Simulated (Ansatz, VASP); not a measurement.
## Cross-check of H109C4NO49 between VASP and Ansatz

Aim: how closely do two programs agree when they are given the same cell, functional and k mesh? The cell is taken from a series of runs on this material, whose earlier steps may have relaxed, scaled, displaced or heated it; both programs get it as it stands.

Method: plane waves, with VASP 6.6.1 beside it; PBE with D3(BJ), in Ansatz 0.2.0.

### Step 1. Starting point

The cell holds 163 atoms: 4 C, 1 N, 109 H and 49 O. Its edges and angles: a = 11.657 Å, b = 11.657 Å, c = 11.657 Å, α = 90.0°, β = 90.0°, γ = 90.0°.

### Step 2. VASP: single point, PBE with D3(BJ)

A single point takes one fixed geometry, so differences don't come from the geometry; what else differs is listed under the comparison.

Lines of VASP's logs that name or quote its potential files are left out, and so is its time.

The input, INCAR:

```
SYSTEM = H109C4NO49
PREC = Accurate
ENCUT = 600
EDIFF = 1E-06
NELM = 120
ISMEAR = 0
SIGMA = 0.01
LREAL = Auto
ALGO = Normal
GGA = PE
IVDW = 12
NBANDS = 326
LORBIT = 11
LWAVE = .FALSE.
LCHARG = .FALSE.
ISIF = 2
LASPH = .TRUE.
GGA_COMPAT = .FALSE.
EFERMI = MIDGAP
```

The input, POSCAR:

```
H109C4NO49
1.0
   11.6571900000      0.0000000000      0.0000000000
    0.0000000000     11.6571900000      0.0000000000
    0.0000000000      0.0000000000     11.6571900000
C N H O
4 1 109 49
Direct
    0.6609700000      0.3113100000      0.4589400000
    0.7053000000      0.1098900000      0.4144000000
    0.6878400000      0.1728300000      0.6140100000
    0.8523800000      0.2346300000      0.4974800000
    0.7266200000      0.2071800000      0.4962000000
    0.6760100000      0.3794600000      0.5217200000
    0.5695500000      0.2899900000      0.4568000000
    0.6903700000      0.3374500000      0.3737800000
    0.7368000000      0.1346400000      0.3296200000
    0.7499100000      0.0331200000      0.4454200000
    0.6130300000      0.0930600000      0.4119300000
    0.6941000000      0.2480100000      0.6699500000
    0.5985300000      0.1446100000      0.6084000000
    0.7437400000      0.1034600000      0.6439800000
    0.8997900000      0.1579100000      0.5235400000
    0.8777700000      0.2612100000      0.4109800000
    0.8677500000      0.3042400000      0.5586900000
    0.1502200000      0.5314400000      0.8728800000
    0.2551900000      0.4468000000      0.8599500000
    0.8258300000      0.0330700000      0.1489000000
    0.9527100000      0.0574200000      0.1932300000
    0.9974900000      0.2714300000      0.8812700000
    0.9974100000      0.3633800000      0.7835300000
    0.3243200000      0.5043400000      0.4793700000
    0.3280000000      0.6178100000      0.5577700000
    0.9579400000      0.8542300000      0.8962000000
    0.8583600000      0.7649000000      0.8960400000
    0.3075600000      0.2937800000      0.0071900000
    0.4164800000      0.3326600000      0.9385000000
    0.9702400000      0.5919100000      0.9878600000
[... 127 atom lines left out ...]
    0.5727000000      0.8115600000      0.1567200000
    0.3852100000      0.3034500000      0.6372400000
    0.2348100000      0.8407500000      0.0477700000
    0.2731700000      0.1925400000      0.1160200000
    0.0345900000      0.9381800000      0.9908800000
    0.2485100000      0.3732300000      0.4531200000
```

The input, KPOINTS:

```
Automatic mesh
0
Gamma
1 1 1
0 0 0
```

PAW data sets: C, N, H and O (PBE family, release 64).

Started as:

```console
> export OMP_NUM_THREADS=3
> mpirun -np 1 vasp_gam
```

Numbers of over 12 decimals in the logs are rounded to 6 here.

What it wrote:

```text
[banner, memory and clock lines left out]
running    1 mpi-ranks, on    1 nodes
[...]
Offloading initialized ...    1 GPUs detected
[...]
LDA part: xc-table for (Slater+PW92), standard interpolation
 POSCAR, INCAR and KPOINTS ok, starting setup
[...]
entering main loop
       N       E                     dE             d eps       ncg     rms          rms(c)
DAV:   1     0.356706709668E+04    0.35671E+04   -0.24904E+05   676   0.136E+03
DAV:   2    -0.499699202294E+03   -0.40668E+04   -0.38884E+04   810   0.318E+02
DAV:   3    -0.877076827696E+03   -0.37738E+03   -0.37463E+03   816   0.990E+01
DAV:   4    -0.883585282307E+03   -0.65085E+01   -0.64904E+01   808   0.144E+01
[...]
DAV:  16    -0.809277385154E+03    0.22002E-04   -0.54548E-05   712   0.210E-02    0.128E-02
DAV:  17    -0.809277380936E+03    0.42182E-05   -0.12459E-05   832   0.113E-02    0.772E-03
DAV:  18    -0.809277380077E+03    0.85905E-06   -0.95159E-06   784   0.731E-03
   1 F= -.81504591E+03 E0= -.81504591E+03  d E =0.000000E+00
```

OUTCAR, selected parts (step 2):

```text
  FREE ENERGIE OF THE ION-ELECTRON SYSTEM (eV)
  ---------------------------------------------------
  free  energy   TOTEN  =      -815.0459116817 eV

  energy  without entropy=     -815.0459116817  energy(sigma->0) =     -815.04591168
```

The run ends at a pressure of -0.56 GPa, with forces up to 0.14 eV/Å.

### Step 3. Ansatz: single point, PBE with D3(BJ)

Ansatz runs on its default PAW (the set named soft_2) files.

The same cell, functional and mesh now go to Ansatz, which takes its cutoff from its data sets.

The input, input.yaml:

```yaml
crystal:
  lattice:
    - [11.65719, 0.0, 0.0]
    - [0.0, 11.65719, 0.0]
    - [0.0, 0.0, 11.65719]
  atoms:
    - { symbol: C, position: [0.66097, 0.31131, 0.45894] }
    - { symbol: "N", position: [0.72662, 0.20718, 0.4962] }
    - { symbol: C, position: [0.7053, 0.10989, 0.4144] }
    - { symbol: C, position: [0.68784, 0.17283, 0.61401] }
    - { symbol: C, position: [0.85238, 0.23463, 0.49748] }
    - { symbol: H, position: [0.67601, 0.37946, 0.52172] }
    - { symbol: H, position: [0.56955, 0.28999, 0.4568] }
    - { symbol: H, position: [0.69037, 0.33745, 0.37378] }
    - { symbol: H, position: [0.7368, 0.13464, 0.32962] }
    - { symbol: H, position: [0.74991, 0.03312, 0.44542] }
    - { symbol: H, position: [0.61303, 0.09306, 0.41193] }
    - { symbol: H, position: [0.6941, 0.24801, 0.66995] }
    - { symbol: H, position: [0.59853, 0.14461, 0.6084] }
    - { symbol: H, position: [0.74374, 0.10346, 0.64398] }
    - { symbol: H, position: [0.89979, 0.15791, 0.52354] }
    - { symbol: H, position: [0.87777, 0.26121, 0.41098] }
    - { symbol: H, position: [0.86775, 0.30424, 0.55869] }
    - { symbol: O, position: [0.20662, 0.50162, 0.81683] }
    - { symbol: H, position: [0.15022, 0.53144, 0.87288] }
    - { symbol: H, position: [0.25519, 0.4468, 0.85995] }
    - { symbol: O, position: [0.89942, 0.99491, 0.17084] }
    - { symbol: H, position: [0.82583, 0.03307, 0.1489] }
    - { symbol: H, position: [0.95271, 0.05742, 0.19323] }
    - { symbol: O, position: [0.97093, 0.35121, 0.86223] }
    - { symbol: H, position: [0.99749, 0.27143, 0.88127] }
    - { symbol: H, position: [0.99741, 0.36338, 0.78353] }
    - { symbol: O, position: [0.34823, 0.58703, 0.47987] }
    - { symbol: H, position: [0.32432, 0.50434, 0.47937] }
    - { symbol: H, position: [0.328, 0.61781, 0.55777] }
    - { symbol: O, position: [0.89972, 0.81791, 0.84494] }
    - { symbol: H, position: [0.95794, 0.85423, 0.8962] }
    - { symbol: H, position: [0.85836, 0.7649, 0.89604] }
    - { symbol: O, position: [0.33757, 0.35703, 0.95824] }
    - { symbol: H, position: [0.30756, 0.29378, 0.00719] }
    - { symbol: H, position: [0.41648, 0.33266, 0.9385] }
    - { symbol: O, position: [0.04151, 0.54559, 0.98186] }
    - { symbol: H, position: [0.97024, 0.59191, 0.98786] }
    - { symbol: H, position: [0.01566, 0.46871, 0.95685] }
    - { symbol: O, position: [0.84771, 0.69776, 0.64669] }
    - { symbol: H, position: [0.77645, 0.66895, 0.68288] }
    - { symbol: H, position: [0.8858, 0.74187, 0.7083] }
    - { symbol: O, position: [0.36143, 0.05224, 0.3816] }
    - { symbol: H, position: [0.36324, 0.01379, 0.30519] }
    - { symbol: H, position: [0.281, 0.07772, 0.3946] }
    - { symbol: O, position: [0.9012, 0.34641, 0.18171] }
[... 2 lines left out ...]
    - { symbol: O, position: [0.56914, 0.41473, 0.72855] }
[... 2 lines left out ...]
    - { symbol: O, position: [0.17858, 0.63693, 0.14446] }
[... 2 lines left out ...]
    - { symbol: O, position: [0.11882, 0.81123, 0.56899] }
[... 2 lines left out ...]
    - { symbol: O, position: [0.36016, 0.80834, 0.85402] }
[... 2 lines left out ...]
    - { symbol: O, position: [0.24439, 0.13969, 0.74651] }
[... 2 lines left out ...]
    - { symbol: O, position: [0.62056, 0.08351, 0.88594] }
[... 2 lines left out ...]
    - { symbol: O, position: [0.54486, 0.73358, 0.54843] }
[... 2 lines left out ...]
    - { symbol: O, position: [0.15591, 0.16203, 0.41903] }
[... 2 lines left out ...]
    - { symbol: O, position: [0.48234, 0.62581, 0.27676] }
[... 2 lines left out ...]
    - { symbol: O, position: [0.57016, 0.30426, 0.94411] }
[... 2 lines left out ...]
    - { symbol: O, position: [0.75141, 0.80813, 0.45344] }
[... 2 lines left out ...]
    - { symbol: O, position: [0.8849, 0.55577, 0.29643] }
[... 2 lines left out ...]
    - { symbol: O, position: [0.68977, 0.08101, 0.12049] }
[... 2 lines left out ...]
    - { symbol: O, position: [0.97625, 0.56058, 0.50883] }
[... 2 lines left out ...]
    - { symbol: O, position: [0.14587, 0.65946, 0.3751] }
[... 2 lines left out ...]
    - { symbol: O, position: [0.09646, 0.03373, 0.6011] }
[... 2 lines left out ...]
    - { symbol: O, position: [0.09119, 0.40476, 0.63591] }
[... 2 lines left out ...]
    - { symbol: O, position: [0.04985, 0.17501, 0.21174] }
[... 2 lines left out ...]
    - { symbol: O, position: [0.81008, 0.7822, 0.23334] }
[... 2 lines left out ...]
    - { symbol: O, position: [0.38409, 0.97579, 0.16172] }
[... 35 lines left out ...]
    - { symbol: O, position: [0.27971, 0.67576, 0.68162] }
[... 2 lines left out ...]
    - { symbol: O, position: [0.78387, 0.41824, 0.98083] }
[... 2 lines left out ...]
    - { symbol: O, position: [0.5727, 0.81156, 0.15672] }
[... 2 lines left out ...]
    - { symbol: O, position: [0.38521, 0.30345, 0.63724] }
[... 1 line left out ...]
    - { symbol: H, position: [0.33344, 0.25263, 0.68107] }
    - { symbol: O, position: [0.23481, 0.84075, 0.04777] }
    - { symbol: H, position: [0.27613, 0.8248, 0.97407] }
    - { symbol: H, position: [0.21427, 0.76538, 0.08259] }
    - { symbol: O, position: [0.27317, 0.19254, 0.11602] }
    - { symbol: H, position: [0.31007, 0.2291, 0.18444] }
    - { symbol: H, position: [0.31312, 0.118, 0.11229] }
    - { symbol: O, position: [0.03459, 0.93818, 0.99088] }
    - { symbol: H, position: [0.10803, 0.90245, 0.01714] }
    - { symbol: H, position: [0.98459, 0.9511, 0.05906] }
    - { symbol: O, position: [0.24851, 0.37323, 0.45312] }
    - { symbol: H, position: [0.19731, 0.418, 0.40498] }
kpoints:
  mp_grid: { grid: [1, 1, 1] }
hamiltonian:
  xc: pbe
  dispersion: d3bj
scf:
  occupations: { method: fixed }
output:
  forces: true
  stress: true
  populations: true
  dos:
    method: { smearing: { sigma: 0.08 } }
    de: 0.1
    projected: { site_lists: { C: [C], H: [H], "N": ["N"], O: [O] } }
  eigenvalues: true
  write_density: true
  write_potential: true
  volumetric_format: npy
```

Started as:

```console
> ansatz run input.yaml --threads 4 --pin off --max-ram 8192MiB --backend cpu --events-out ev --progress --plain --runs-dir out
```

What it wrote:

```text
Engine: ansatz 0.2.0, aarch64-unknown-linux-gnu
Pseudopotentials: kind: paw
Pseudopotential: C, paw, valence charge 4, recommended cutoff 420 eV (normal), C.paw.azcp
Pseudopotential: N, paw, valence charge 5, recommended cutoff 420 eV (normal), N.paw.azcp
Pseudopotential: H, paw, valence charge 1, recommended cutoff 420 eV (normal), H.paw.azcp
Pseudopotential: O, paw, valence charge 6, recommended cutoff 420 eV (normal), O.paw.azcp
Functional definition: PBE
  parameter kappa = 0.804
  parameter beta = 0.066725
  exchange = pbe_x(kappa = kappa, mu = beta*pi^2/3)
  correlation = pbe_c(beta = beta)
Crystal: 163 atoms, lattice volume = 1584.096 Å³
Basis set: ecut = 420 eV, 31103 PW (Γ), exchange–correlation on 160×160×160 points (8 copies of the dense FFT grid, shifted against one another)
Bands: 375, of which v1, the nominal top of the filled ones, is band 212 counted from 1 (211 counted from 0)
Symmetry: 1 space group operations
Space group: P1 (ITA 1), of the structure as read, at distance tolerance 1.2e-4 Å
k-points: 1
Non-local potential: C, projectors of the file, l = 0: 2, l = 1: 2, l = 2: 1
Non-local potential: N, projectors of the file, l = 0: 2, l = 1: 2, l = 2: 1
Non-local potential: H, projectors of the file, l = 0: 2, l = 1: 1
Non-local potential: O, projectors of the file, l = 0: 2, l = 1: 2, l = 2: 1
PAW form: soft (Blöchl's): semilocal exchange-correlation on the pseudo side does not see the compensation charge
PAW one-centre angular grid: C, 110 points (default); XC on 64 Gauss nodes
PAW one-centre angular grid: N, 110 points (default); XC on 64 Gauss nodes
PAW one-centre angular grid: H, 110 points (default); XC on 64 Gauss nodes
PAW one-centre angular grid: O, 110 points (default); XC on 64 Gauss nodes
Initial density: superposition of atomic densities (neutral atoms: chi_scale 0, normalization atom), corrected by the library's trained network
Initial wavefunctions: pseudopotential atomic-orbital guess
Functional: x = pbe(κ = 0.804, μ = 0.219515), c = pbe(β = 0.066725)
SCF iter   1: F=—  HF=-30958.193861 eV  |F-HF|=—  |Δ(HF+E_count)|=         —  Δρ=2.99e-3  dr2=1.70e-1  ethr=1.77e-3  ⟨swp⟩=4.0  Hψ=1279  notcnv=0  defer=156
preconditioner: auto → Resta (q_TF=auto, 2.190 Å⁻¹)  ε∞=2.1  [insulator: Δε(μ)=4.733 eV  Ē_g=18.015 eV  n_scr=256 (ndim 8)  ℏωp=19.2 eV  f_vac=0.292  ε∞_Penn≈2.1]
SCF iter   2: F=—  HF=-30958.104460 eV  |F-HF|=—  |Δ(HF+E_count)|=   8.94e-2  Δρ=1.28e-3  dr2=3.59e-2  ethr=4.01e-5  ⟨swp⟩=2.0  Hψ=643  notcnv=0  defer=161
SCF iter   3: F=—  HF=-30958.073968 eV  |F-HF|=—  |Δ(HF+E_count)|=   3.05e-2  Δρ=6.16e-4  dr2=9.19e-3  ethr=8.46e-6  ⟨swp⟩=3.0  Hψ=434  notcnv=0  defer=161
SCF iter   4: F=—  HF=-30958.070870 eV  |F-HF|=—  |Δ(HF+E_count)|=   3.10e-3  Δρ=2.42e-4  dr2=1.07e-3  ethr=2.17e-6  ⟨swp⟩=3.0  Hψ=434  notcnv=0  defer=161
SCF iter   5: F=—  HF=-30958.070700 eV  |F-HF|=—  |Δ(HF+E_count)|=   1.70e-4  Δρ=1.18e-4  dr2=1.93e-4  ethr=2.51e-7  ⟨swp⟩=2.0  Hψ=385  notcnv=0  defer=161
SCF iter   6: F=—  HF=-30958.070649 eV  |F-HF|=—  |Δ(HF+E_count)|=   5.15e-5  Δρ=4.54e-5  dr2=2.75e-5  ethr=4.56e-8  ⟨swp⟩=3.0  Hψ=432  notcnv=0  defer=161
SCF iter   7: F=—  HF=-30958.070849 eV  |F-HF|=—  |Δ(HF+E_count)|=   2.00e-4  Δρ=1.22e-5  dr2=1.75e-6  ethr=6.48e-9  ⟨swp⟩=2.0  Hψ=538  notcnv=0  defer=156
SCF iter   8: F=—  HF=-30958.070850 eV  |F-HF|=—  |Δ(HF+E_count)|=   8.19e-7  Δρ=6.39e-6  dr2=5.02e-7  ethr=4.12e-10  ⟨swp⟩=2.0  Hψ=432  notcnv=0  defer=156
SCF iter   9: F=-30958.070850 eV  HF=-30958.070850 eV  |F-HF|=2.70e-9  |Δ(HF+E_count)|=   3.42e-8  Δρ=1.39e-6  dr2=2.28e-8  ethr=2.36e-11  ⟨swp⟩=18.0  Hψ=3610  notcnv=0
SCF 1 converged in 9 iterations: F = -30958.070850 eV  dr2 = 2.28e-8
  greatest PAW one-centre occupation: 0.865 electrons in one spin orbital (limit 2), on the O atom at site 122 (counted from 0), in its partial waves of l = 0
[...]
atom 143  H     -0.00018043    -0.00300090     0.00257315
  atom 144  O     -0.00370372     0.00000142    -0.00957100
  atom 145  H      0.00365636     0.00486388     0.00034011
  atom 146  H     -0.00025146    -0.00088071     0.00996191
  atom 147  O     -0.00289246     0.00777479    -0.00674731
  atom 148  H      0.00395928    -0.00518050     0.00611544
  atom 149  H     -0.00308159    -0.00255249    -0.00165838
  atom 150  O      0.00019147     0.00152306     0.00041132
  atom 151  H     -0.00120117     0.00005142    -0.00266830
  atom 152  H     -0.00210315    -0.00163193     0.00582991
  atom 153  O     -0.00061867    -0.00370212    -0.00469040
  atom 154  H      0.00058677     0.00190360     0.00121102
  atom 155  H      0.00155116     0.00236486     0.00025435
  atom 156  O     -0.01033615    -0.00078595     0.01059599
  atom 157  H      0.01397605     0.01040936    -0.01289075
  atom 158  H      0.00112443    -0.00533173    -0.00400612
  atom 159  O      0.00020341    -0.00685892    -0.01010936
  atom 160  H     -0.00198921     0.00230928     0.00332110
  atom 161  H     -0.00236502     0.00134567     0.00724117
  atom 162  O      0.01041241    -0.00658665     0.01042097
  atom 163  H     -0.00858264     0.00754232    -0.00972657
  max |Σ_I F_I| component: 1.43e-5 eV/Å
--- Stress (GPa, compression-positive) ---
       -0.464730      -0.002474       0.185252
       -0.002474      -0.405556      -0.044242
        0.185252      -0.044242      -0.478610
  P = ⅓ Tr σ = -0.4496 GPa (-4.496 kbar)
--- Band table (eV) ---
  k-point 0: bands = [... 208 lower, -2.6872, -2.6574, -2.4983, -2.3523, 2.4559, 3.6363, 3.8186, 3.8846, ... 159 higher]
--- Löwdin populations: 163 sites ---
  site symbol       q [e]
     0      C      4.3497
     1      N      4.8442
     2      C      4.3458
     3      C      4.3600
     4      C      4.3464
     5      H      0.7789
     6      H      0.7803
     7      H      0.7877
     8      H      0.7887
     9      H      0.7696
    10      H      0.7780
    11      H      0.7876
    12      H      0.7775
    13      H      0.7854
    14      H      0.7816
    15      H      0.7817
    16      H      0.7805
    17      O      6.6693
    18      H      0.6095
    19      H      0.6031
    20      O      6.6948
    21      H      0.6150
    22      H      0.6130
    23      O      6.6887
[...]
155      O      6.6840
   156      H      0.6241
   157      H      0.6029
   158      O      6.6819
   159      H      0.6193
   160      H      0.6225
   161      O      6.8071
   162      H      0.6291
  spilling = 0.011095 (of n_electrons = 424.000000)
```

### Step 4. Comparison

Known differences besides the potentials themselves: fixed occupations in Ansatz, narrow Gaussian smearing in VASP; the cutoff is 420 eV in Ansatz and 600 eV in VASP (PREC = Accurate, projectors in real space). Total energies have different zeros and are not compared.

The two programs side by side:

| quantity | Ansatz | VASP | difference |
| --- | --- | --- | --- |
| pressure (GPa) | -0.45 | -0.56 | +0.11 |
| gap on the k mesh (eV) | 4.808 | 4.827 | -0.018 |

Forces on 8 of the 163 atoms, those with the largest forces and the largest differences (eV/Å; atoms numbered as in POSCAR):

| atom | Ansatz x, y, z | VASP x, y, z |
| --- | --- | --- |
| H25 | -0.001, 0.005, 0.015 | -0.015, 0.068, 0.092 |
| H32 | -0.015, -0.005, 0.003 | -0.105, -0.049, 0.013 |
| H38 | -0.014, 0.006, -0.005 | 0.017, -0.019, 0.100 |
| H42 | -0.008, -0.002, -0.014 | -0.026, -0.017, -0.115 |
| H48 | 0.000, 0.000, 0.000 | 0.105, -0.011, -0.038 |
| H74 | 0.007, 0.005, -0.009 | 0.060, 0.082, -0.060 |
| H114 | -0.009, 0.008, -0.010 | -0.086, 0.074, -0.082 |
| O163 | 0.010, -0.007, 0.010 | 0.084, -0.073, 0.077 |

The forces differ by 48 meV/Å r.m.s., where the r.m.s. force is 0.007 eV/Å in Ansatz and 0.049 eV/Å in VASP: the atoms lie near their places of rest in Ansatz, so a percentage would say little (all taken over all components). A gap on the mesh is an upper bound, since the band edges may lie between its points.

### Step 5. What came out

```yaml
r_m_s_force_difference_single_point_pbe_with_d3_bj: 48 meV/Å
```

**Reading.** The r.m.s. force difference is 48 meV/Å (single point, PBE with D3(BJ)), beyond the 12 meV/Å picked in this series as the mark of a large difference. What causes the difference of the single point, PBE with D3(BJ) pair stays open here. How closely two codes agree says nothing of how well the functional describes the real material.

[Lines on the potential files, build, host, timing and source positions are cut from VASP's logs without a mark.]

[Logs are printed without paths, hosts, clocks, repeated set-up lines and the standing remarks that a program may print on its own settings, such as how far it seeks lower states.]

[Hosts, paths, dates, database ids (printed as entryN), source tags and the programs' standing remarks are cut or masked in the printed files.]
